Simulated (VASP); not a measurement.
SiC (zinc blende) is relaxed at rising pressure, each step from the one before. Symmetry mostly holds the structure type, and other phases were not tried. The mesh follows the cell, and a change of mesh leaves a small step in the series.

Here is the system:

Space group F-43m (No. 216); a = b = c = 4.332 Å, α = β = γ = 90.00°

| atom | site | symmetry | x | y | z |
|---|---|---|---|---|---|
| Si | 4a | -43m | 0.0000 | 0.0000 | 0.0000 |
| C | 4d | -43m | 0.7500 | 0.7500 | 0.7500 |
(The calculation used a cell of 2 atoms; values per cell refer to that cell.)

These are LDA (Ceperley-Alder, Perdew-Zunger), VASP's LDA PAW potentials (set 64) (plane waves; VASP 6.6.1) values and carry that method's errors. Numerical set-up: 620 eV cut-off, 10×10×10 Γ-centred mesh, Gaussian smearing of 0.050 eV, potentials Si C.

```json
[
 {"P (GPa)": "0", "V (Å³/atom)": "10.16", "H − H(0) (eV/atom)": "0.000", "space group": "F-43m", "k-mesh": "10×10×10"},
 {"P (GPa)": "5", "V (Å³/atom)": "9.94", "H − H(0) (eV/atom)": "0.314", "space group": "F-43m", "k-mesh": "11×11×11"},
 {"P (GPa)": "10", "V (Å³/atom)": "9.75", "H − H(0) (eV/atom)": "0.621", "space group": "F-43m", "k-mesh": "11×11×11"},
 {"P (GPa)": "20", "V (Å³/atom)": "9.42", "H − H(0) (eV/atom)": "1.219", "space group": "F-43m", "k-mesh": "11×11×11"},
 {"P (GPa)": "30", "V (Å³/atom)": "9.13", "H − H(0) (eV/atom)": "1.798", "space group": "F-43m", "k-mesh": "11×11×11"},
 {"P (GPa)": "45", "V (Å³/atom)": "8.75", "H − H(0) (eV/atom)": "2.635", "space group": "F-43m", "k-mesh": "11×11×11"}
]
```

Pressures at which the relaxation failed are left out.

The compound is SiC in the zinc blende structure.
